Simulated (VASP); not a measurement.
Level of theory: LDA (Ceperley-Alder, Perdew-Zunger), VASP's LDA PAW potentials (set 64) (plane waves; VASP).

A VASP calculation is set up with these files.

KPOINTS:
```
Automatic
0
Gamma
8 8 8
```

INCAR:
```
ALGO  =  Normal
EDIFF  =  1E-6
ENCUT  =  300
ISIF  =  2
ISMEAR  =  0
LASPH  =  .TRUE.
LCHARG  =  .FALSE.
LMAXMIX  =  4
LREAL  =  .FALSE.
LWAVE  =  .FALSE.
NELM  =  100
PREC  =  Accurate
SIGMA  =  0.136
SYSTEM  =  Y(SiRu)2
```

File POSCAR:
```
Y(SiRu)2
4.6731790
 -0.4357404242   0.4357404242   1.0000000000
  0.4357404242  -0.4357404242   1.0000000000
  0.4357404242   0.4357404242  -1.0000000000
Y Ru Si
1 2 2
Cartesian
  0.0000000000   0.0000000000   0.0000000000
  0.0000000000   0.4357404242   0.5000000000
  0.4357404242   0.0000000000   0.5000000000
  0.0000000000  -0.0000000000   0.7500000000
 -0.0000000000   0.0000000000   1.2500000000
```

POTCAR, in this order: Y_sv Ru_pv Si (LDA.64 set). Program: vasp_std.

Output of the run:

### OSZICAR
```
       N       E                     dE             d eps       ncg     rms          rms(c)
DAV:   1     0.282435073142E+03    0.28244E+03   -0.19707E+04  3704   0.111E+03
DAV:   2    -0.337985772292E+02   -0.31623E+03   -0.30633E+03  3716   0.358E+02
DAV:   3    -0.468556624191E+02   -0.13057E+02   -0.12620E+02  4388   0.648E+01
DAV:   4    -0.472682499440E+02   -0.41259E+00   -0.41176E+00  4692   0.942E+00
DAV:   5    -0.472734873247E+02   -0.52374E-02   -0.52366E-02  4200   0.112E+00    0.374E+01
DAV:   6    -0.452925810198E+02    0.19809E+01   -0.80545E+00  3624   0.181E+01    0.211E+01
DAV:   7    -0.451912665234E+02    0.10131E+00   -0.43791E+00  4832   0.114E+01    0.170E+01
DAV:   8    -0.448762277895E+02    0.31504E+00   -0.20958E+00  3820   0.915E+00    0.508E+00
DAV:   9    -0.448648324201E+02    0.11395E-01   -0.17764E-01  3864   0.255E+00    0.922E-01
DAV:  10    -0.448645151448E+02    0.31728E-03   -0.59256E-03  4036   0.459E-01    0.271E-01
DAV:  11    -0.448644533128E+02    0.61832E-04   -0.98989E-04  3924   0.192E-01    0.119E-01
DAV:  12    -0.448644180502E+02    0.35263E-04   -0.20015E-04  3824   0.831E-02    0.313E-02
DAV:  13    -0.448644178836E+02    0.16664E-06   -0.15033E-05  4384   0.192E-02    0.185E-02
DAV:  14    -0.448644179147E+02   -0.31147E-07   -0.97166E-07  2360   0.618E-03
   1 F= -.44864418E+02 E0= -.44853809E+02  d E =-.212185E-01
```

**OUTCAR**
```
------------------------ aborting loop because EDIFF is reached ----------------------------------------
  FORCE on cell =-STRESS in cart. coord.  units (eV):
  Direction    XX          YY          ZZ          XY          YZ          ZX
  --------------------------------------------------------------------------------------
  Total        1.3720518      1.3720518      2.3589454      0.0000000     -0.0000000     -0.0000000
  in kB       28.3614324     28.3614324     48.7613280      0.0000000     -0.0000000     -0.0000000
  external PRESSURE =      35.1613976 kB  Pullay stress =       0.0000000 kB
  volume of cell :       77.51
      direct lattice vectors                 reciprocal lattice vectors
    -2.036293000  2.036293000  4.673179000     0.000000000  0.245544232  0.106993548
     2.036293000 -2.036293000  4.673179000     0.245544232  0.000000000  0.106993548
     2.036293000  2.036293000 -4.673179000     0.245544232  0.245544232  0.000000000
 POSITION                                       TOTAL-FORCE (eV/Angst)
 -----------------------------------------------------------------------------------
      0.00000      0.00000      0.00000         0.000000      0.000000      0.000000
      0.00000      2.03629      2.33659         0.000000      0.000000      0.000000
      2.03629      0.00000      2.33659         0.000000      0.000000      0.000000
      0.00000      0.00000      3.50488        -0.000000     -0.000000     -0.916575
      0.00000      0.00000      5.84147        -0.000000     -0.000000      0.916575
 -----------------------------------------------------------------------------------
    total drift:                                0.000000     -0.000000      0.000000
  FREE ENERGIE OF THE ION-ELECTRON SYSTEM (eV)
  ---------------------------------------------------
  free  energy   TOTEN  =       -44.8644179147 eV

  energy  without entropy=      -44.8431993989  energy(sigma->0) =      -44.85380866
```
(Selected blocks of OUTCAR.)

At this cut-off the stress carries a Pulay error, which pulls relaxed volumes low.

The structure comes from a measured Ru2YSi2 entry of the Crystallography Open Database, whose conditions weren't checked. The cell was not relaxed at this level, and its volume differs by -5.9 % from the start's. The electron count is odd and the run is not spin-polarised, which forces a metal.
